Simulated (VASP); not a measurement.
Consider the following.

```
CELL_PARAMETERS angstrom
      0.00000     2.52494     2.52494
      2.52494     0.00000     2.52494
      2.52494     2.52494     0.00000
ATOMIC_POSITIONS crystal
  Hf 0.00000 0.00000 0.00000
  O  0.25000 0.25000 0.25000
  O  0.75000 0.75000 0.75000
```

These are PBE GGA with D4 dispersion, VASP's PBE PAW potentials (set 64) (plane waves; VASP 6.6.1) values and carry that method's errors. Settings: 520 eV cut-off, 7×7×7 Γ-centred mesh, Gaussian smearing of 0.050 eV, potentials Hf_pv O.

**Question.** Estimate the energy per atom (σ→0).

**Answer.** 
```json
{
  "energy per atom (σ→0)": "-10.279 eV/atom"
}
```

The absolute energy has meaning only against runs of the same code, potentials and settings.

The compound is HfO2 in the fluorite structure, the high-temperature cubic form, which is unstable at 0 K; the monoclinic form is the stable one. It was relaxed first. The start is the result of an earlier pass.
